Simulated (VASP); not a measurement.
An input for Ansatz (written as the equivalent of a VASP run, and not itself run):

Ansatz 0.2 input:
```yaml
crystal:
  lattice:
    - [2.1977330, 1.2688618, 7.4977517]
    - [-2.1977330, 1.2688618, 7.4977517]
    - [0.0000000, -2.5377236, 7.4977517]
  atoms:
    - { symbol: Tl, position: [0.0000000, 0.0000000, 0.0000000] }
    - { symbol: Sb, position: [0.5000000, 0.5000000, 0.5000000] }
    - { symbol: Te, position: [0.2423043, 0.2423043, 0.2423043] }
    - { symbol: Te, position: [0.7576957, 0.7576957, 0.7576957] }
kpoints:
  mp_grid: { grid: [5, 5, 5] }
hamiltonian:
  xc: lda
  pseudopotentials: { kind: paw }
scf:
  occupations: { method: gaussian, width: 0.05 }
  max_iter: 100
relax:
  max_steps: 30
  f_tol: 0.001
output: { forces: true, stress: true, eigenvalues: true }
```

Translate this input to VASP (INCAR, KPOINTS, POSCAR, choice of POTCAR).

One answer among several that fit: 
**POSCAR**
```
TlSbTe2
1.0
  2.1977330406   1.2688617773   7.4977516567
 -2.1977330406   1.2688617773   7.4977516567
  0.0000000000  -2.5377235548   7.4977516567
Tl Sb Te
1 1 2
Cart
  0.0000000000   0.0000000000   0.0000000000
  0.0000000000  -0.0000000001  11.2466274851
  0.0000000000  -0.0000000000   5.4502121236
  0.0000000000  -0.0000000002  17.0430428465
```

File KPOINTS:
```
Automatic
0
Gamma
 5 5 5
0 0 0
```

INCAR:
```
SYSTEM=TlSbTe2
PREC=Accurate; ENCUT=400; LREAL=.FALSE.
LASPH=.TRUE.
EDIFF=1E-8; NELM=100; ALGO=Normal
LMAXMIX=4
ISMEAR=0; SIGMA=0.05
IBRION=1; NSW=30; ISIF=2
EDIFFG=-0.001
LWAVE=.FALSE.; LCHARG=.FALSE.
```

POTCAR, in this order: Tl_d Sb Te (LDA.64 set). Program: vasp_std.

The two are equivalent in intent, not identical: each code has its own PAW files, so the cut-off isn't converted (ENCUT is set for VASP's; basis.ecutwfc is left out, and Ansatz then takes the one that its files recommend); Ansatz stops its SCF on the density residual and VASP on the energy change (EDIFF); Ansatz's lda is the Perdew-Wang form, while the LDA potentials of VASP carry Perdew-Zunger's.

The structure comes from a computed database's TlSbTe2 entry (R-3m); how it stands against other phases isn't given here. This run relaxes the ions in a fixed cell. Symmetry was kept, so distortions that lower it aren't found. The start is the result of an earlier pass.
